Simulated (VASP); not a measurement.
# Ti3BiO3 (P4/mmm) in VASP: relaxation of cell and atoms with PBE

Aim: the relaxation of cell and atoms of Ti3BiO3 with PBE.

All numbers are computed with VASP 6.6.1; they aren't measurements. Logs are shortened: lines on timing, memory, paths and dates and some standing lists are left out, and cuts for length are marked.

## Step 1: The structure

Symmetry: P4/mmm, No. 123, tetragonal system. Conventional cell: a = 3.100 Å, b = 3.100 Å, c = 9.700 Å, α = 90.00°, β = 90.00°, γ = 90.00°. Ti (site symmetry 4/mmm) is surrounded by 6 O at 1.99 to 2.19 Å. Ti (site symmetry 4mm) is surrounded by 5 O at 2.13 to 2.20 Å. Bi (site symmetry 4/mmm) is surrounded by 2 O at 2.86 Å and 4 Bi at 3.10 Å. O (site symmetry 4mm) is surrounded by 5 Ti at 1.99 to 2.20 Å. Around O (site symmetry 4/mmm) lie 6 Ti at 2.13 to 2.19 Å.

The cell was built by a generator and needn't be a form met in nature.

## Step 2: Relaxation of cell and atoms, PBE

Input file INCAR:

```
SYSTEM = Ti3BiO3
PREC = Normal
ENCUT = 520
EDIFF = 1E-4
ISMEAR = 0
SIGMA = 0.15
LREAL = .FALSE.
LASPH = .TRUE.
NELM = 60
ALGO = Fast
ISIF = 3
LWAVE = .FALSE.
LCHARG = .FALSE.
GGA = PE
IBRION = 2
NSW = 24
EDIFFG = -0.08
```

Input file KPOINTS:

```
regular mesh
0
G
  5 5 2
  0 0 0
```

Input file POSCAR:

```
Ti3BiO3
1.0
    3.1000000000      0.0000000000      0.0000000000
    0.0000000000      3.1000000000      0.0000000000
    0.0000000000      0.0000000000      9.7000000000
Ti Bi O
3 1 3
Direct
    0.0000000000      0.0000000000      0.5000000000
    0.5000000000      0.5000000000      0.7200000000
    0.5000000000      0.5000000000      0.2800000000
    0.0000000000      0.0000000000      0.0000000000
    0.0000000000      0.0000000000      0.7050000000
    0.0000000000      0.0000000000      0.2950000000
    0.5000000000      0.5000000000      0.5000000000
```

Potentials or basis: VASP PAW PBE potentials, release 64 (Ti_sv, Bi_d, O).

The run is started by

```console
$ cat potpaw_PBE.64/Ti_sv/POTCAR potpaw_PBE.64/Bi_d/POTCAR potpaw_PBE.64/O/POTCAR > POTCAR
$ mpirun -np 1 vasp_std > vasp.out
```

OUTCAR:

```text
SYSTEM = Ti3BiO3
   PREC = Normal
   ENCUT = 520
   EDIFF = 1E-4
   ISMEAR = 0
   LREAL = .FALSE.
   LASPH = .TRUE.
   NELM = 60
   ISIF = 3
   GGA = PE
   IBRION = 2
   NSW = 24
   EDIFFG = -0.08

 ion  position               nearest neighbor table
   1  0.000  0.000  0.500-   5 1.99   6 1.99   7 2.19   7 2.19   7 2.19   7 2.19
   2  0.500  0.500  0.720-   7 2.13   5 2.20   5 2.20   5 2.20   5 2.20
   3  0.500  0.500  0.280-   7 2.13   6 2.20   6 2.20   6 2.20   6 2.20
   4  0.000  0.000  0.000-   5 2.86   6 2.86
   5  0.000  0.000  0.705-   1 1.99   2 2.20   2 2.20   2 2.20   2 2.20   4 2.86
   6  0.000  0.000  0.295-   1 1.99   3 2.20   3 2.20   3 2.20   3 2.20   4 2.86
   7  0.500  0.500  0.500-   2 2.13   3 2.13   1 2.19   1 2.19   1 2.19   1 2.19

  LATTYP: Found a simple tetragonal cell.
 ALAT       =     3.1000000000
 C/A-ratio  =     3.1290322581

  Lattice vectors:

 A1 = (   3.1000000000,   0.0000000000,   0.0000000000)
 A2 = (   0.0000000000,   3.1000000000,   0.0000000000)
 A3 = (   0.0000000000,   0.0000000000,   9.7000000000)

Analysis of symmetry for initial positions (statically):
=====================================================================
 Subroutine PRICEL returns:
 Original cell was already a primitive cell.

 Routine SETGRP: Setting up the symmetry group for a
 simple tetragonal supercell.

 Subroutine GETGRP returns: Found 16 space group operations
 (whereof 16 operations were pure point group operations)
 out of a pool of 16 trial point group operations.

The static configuration has the point symmetry D_4h.

Analysis of symmetry for dynamics (positions and initial velocities):
=====================================================================
 Subroutine PRICEL returns:
 Original cell was already a primitive cell.

 Routine SETGRP: Setting up the symmetry group for a
 simple tetragonal supercell.

 Subroutine GETGRP returns: Found 16 space group operations
 (whereof 16 operations were pure point group operations)
 out of a pool of 16 trial point group operations.

The dynamic configuration has the point symmetry D_4h.

 Subroutine INISYM returns: Found 16 space group operations
 (whereof 16 operations are pure point group operations),
 and found     1 'primitive' translations

----------------------------------------------------------------------------------------

                                     Primitive cell

  volume of cell :      93.2170

  direct lattice vectors                    reciprocal lattice vectors
     3.100000000  0.000000000  0.000000000     0.322580645  0.000000000  0.000000000
     0.000000000  3.100000000  0.000000000     0.000000000  0.322580645  0.000000000
     0.000000000  0.000000000  9.700000000     0.000000000  0.000000000  0.103092784

  length of vectors
[... 91 lines left out ...]
   NUPDOWN=      -1.0000    fix difference up-down
   EMIN   =  10.00;   EMAX   =-10.00  energy-range for DOS
   EFERMI =   0.00;   METHOD = LEGACY
   ISMEAR =     0;   SIGMA  =   0.15  broadening in eV -4-tet -1-fermi 0-gaus
   EFERMI_NEDOS =   21; number of points for ismear=-14 and -15
   IALGO  =     68    algorithm
   IMIX   =      4    mixing-type and parameters
     AMIX     =   0.40;   BMIX     =  1.00
     AMIX_MAG =   1.60;   BMIX_MAG =  1.00
  volume/ion in A,a.u.               =      13.32        89.87
  Fermi-wavevector in a.u.,A,eV,Ry     =   1.480901  2.798498 29.838516  2.193069
  Thomas-Fermi vector in A             =   2.594878
   LORBIT       =      0    0 simple, 1 ext, 2 COOP (PROOUT), +10 PAW based schemes
   GGA     = PE    functional components
   LHFCALC =     F    Hartree Fock is set to
   AEXX    =    0.0000 exact exchange contribution
   IVDW    =     0    specifies the selected vdW correction
   LEPSILON=     F    determine dielectric tensor
   LRPA    =     F    only Hartree local field effects (RPA)
 conjugate gradient relaxation of ions
 non-spin polarized calculation
 RMM-DIIS sequential band-by-band and
 Gauss-broadening in eV      SIGMA  =   0.15
  energy-cutoff  :      520.00
  volume of cell :       93.22
 maximum number of plane-waves:      2516
   NGX = 11   NGY = 11   NGZ = 37

--------------------------------------- Ionic step        1  -------------------------------------------

 number of electron      69.0000050 magnetization

 Free energy of the ion-electron system (eV)
  ---------------------------------------------------
  ext. energy  EPLUGINS =         0.00000000
  ---------------------------------------------------
  free energy    TOTEN  =       -54.72109198 eV

  energy without entropy =      -54.63911578  energy(sigma->0) =      -54.68010388

------------------------ aborting loop because EDIFF is reached ----------------------------------------

  FORCE on cell =-STRESS in cart. coord.  units (eV):
  Direction    XX          YY          ZZ          XY          YZ          ZX
  --------------------------------------------------------------------------------------
  -------------------------------------------------------------------------------------
  Total       -4.8921877     -4.8921877      6.7735970      0.0000000      0.0000000      0.0000000
  in kB      -84.0850080    -84.0850080    116.4219348      0.0000000      0.0000000      0.0000000
  external PRESSURE =     -17.2493604 kB  Pullay stress =       0.0000000 kB
[... 151 lines left out ...]
--------------------------------------- Ionic step        5  -------------------------------------------

 number of electron      68.9999970 magnetization

 E-fermi :   9.9890     XC(G=0): -11.7400

 val. band max:        9.9828043956   @ k =   0.2000   0.2000   0.0000
 cond. band min:      10.0144076848   @ k =   0.4000   0.4000   0.0000
 fundamental gap:      0.0316032892
 Fermi energy:         9.9889692570

 k-point     1 :       0.0000    0.0000    0.0000
  band No.  band energies     occupation
      1     -48.1640      2.00000
      2     -48.0412      2.00000
      3     -48.0348      2.00000
      4     -24.6030      2.00000
      5     -24.3730      2.00000
      6     -24.3471      2.00000
[... 680 lines left out ...]
--------------------------------------- Ionic step        9  -------------------------------------------

 number of electron      68.9999965 magnetization

 Free energy of the ion-electron system (eV)
  ---------------------------------------------------
  ext. energy  EPLUGINS =         0.00000000
  ---------------------------------------------------
  free energy    TOTEN  =       -55.09918698 eV

  energy without entropy =      -55.00890673  energy(sigma->0) =      -55.05404686

 E-fermi :  10.0341     XC(G=0): -11.7389

 val. band max:        9.9511375095   @ k =   0.4000   0.2000   0.0000
 cond. band min:      10.0476168551   @ k =   0.2000   0.2000   0.5000
 fundamental gap:      0.0964793456
 Fermi energy:        10.0341493654

 k-point     1 :       0.0000    0.0000    0.0000
  band No.  band energies     occupation
      1     -48.1803      2.00000
      2     -47.9981      2.00000
      3     -47.9943      2.00000
      4     -24.6362      2.00000
      5     -24.3418      2.00000
      6     -24.3418      2.00000
[... 551 lines left out ...]
  FREE ENERGIE OF THE ION-ELECTRON SYSTEM (eV)
  ---------------------------------------------------
  free  energy   TOTEN  =       -55.0991869832 eV

  energy  without entropy=      -55.0089067326  energy(sigma->0) =      -55.05404686

 reached required accuracy - stopping structural energy minimisation
```

CONTCAR:

```text
Ti3BiO3
   1.00000000000000
     2.9961258156021939    0.0000000000000000    0.0000000000000000
     0.0000000000000000    2.9961258156021939    0.0000000000000000
     0.0000000000000000   -0.0000000000000000   10.3893919506029473
  Ti              Bi              O
     3     1     3
Direct
     0.0000000000000000    0.0000000000000000    0.5000000000000000
     0.5000000000000000    0.5000000000000000    0.7239416347241127
     0.5000000000000000    0.5000000000000000    0.2760583652758875
     0.0000000000000000    0.0000000000000000    0.0000000000000000
     0.0000000000000000    1.0000000000000000    0.7010188467900226
     0.0000000000000000    0.0000000000000000    0.2989811532099774
     0.5000000000000000    0.5000000000000000    0.5000000000000000

  0.00000000E+00  0.00000000E+00  0.00000000E+00
  0.00000000E+00  0.00000000E+00  0.00000000E+00
  0.00000000E+00  0.00000000E+00  0.00000000E+00
  0.00000000E+00  0.00000000E+00  0.00000000E+00
  0.00000000E+00  0.00000000E+00  0.00000000E+00
  0.00000000E+00  0.00000000E+00  0.00000000E+00
  0.00000000E+00  0.00000000E+00  0.00000000E+00
```

Wall time 2.5 min (1 thread of Intel Xeon 6975P-C (Granite Rapids), shared host); peak memory 0.18 GiB.

What came out:

```
Free energy                            : -55.0992 eV
Relaxed volume                         : 13.32 Å³/atom
Relaxed cell                           : a = 2.996 Å, b = 2.996 Å, c = 10.389 Å, α = 90.00°, β = 90.00°, γ = 90.00°
Space group after relaxing (to 0.05 Å) : P4/mmm (No. 123)
Energy gained by relaxing              : 54.0 meV/atom
Ionic steps                            : 9
Pressure after relaxing                : 0.0 GPa
Largest force after relaxing           : 0.069 eV/Å
Band gap on the k mesh                 : none (metal or under the smearing width)
```

Forces in eV/Å, atoms in the order of the input:
```
Ti   0.000  0.000  0.000
Ti   0.000  0.000  0.028
Ti   0.000  0.000 -0.028
Bi   0.000  0.000  0.000
O    0.000  0.000 -0.069
O    0.000  0.000  0.069
O    0.000  0.000  0.000
```

The path:
```tsv
step	energy change (eV)	largest force (eV/Å)	pressure (GPa)	volume (Å³)
1	0.0000	0.4721	-1.72	93.22
2	-0.3349	0.3550	1.47	91.10
3	-0.3353	0.3465	2.09	91.18
4	-0.3578	0.3495	-1.09	93.34
5	-0.3586	0.3655	-1.23	93.36
6	-0.3750	0.1724	-0.49	93.30
7	-0.3776	0.0932	-0.10	93.27
8	-0.3781	0.0916	-0.09	93.27
9	-0.3781	0.0687	0.01	93.26
```

Final structure:
```
Ti Bi O
1.0
     2.99613    0.00000    0.00000
     0.00000    2.99613    0.00000
     0.00000    0.00000   10.38939
Ti Bi O
3 1 3
Direct
  0.00000 0.00000 0.50000
  0.50000 0.50000 0.72394
  0.50000 0.50000 0.27606
  0.00000 0.00000 0.00000
  0.00000 0.00000 0.70102
  0.00000 0.00000 0.29898
  0.50000 0.50000 0.50000
```

Caveat: the k mesh is coarse (spacing up to 0.41 Å⁻¹), so the values aren't converged; spin-orbit coupling is left out, which moves the levels of the heavy elements; an odd number of electrons without spin polarisation forces a metal; a magnetic or distorted state may lie lower; semilocal functionals often make such compounds metallic where correlation or magnetic order opens a gap, which also shifts bond lengths; the relaxation stopped at a loose force limit of 0.08 eV/Å, so its end isn't a converged minimum.
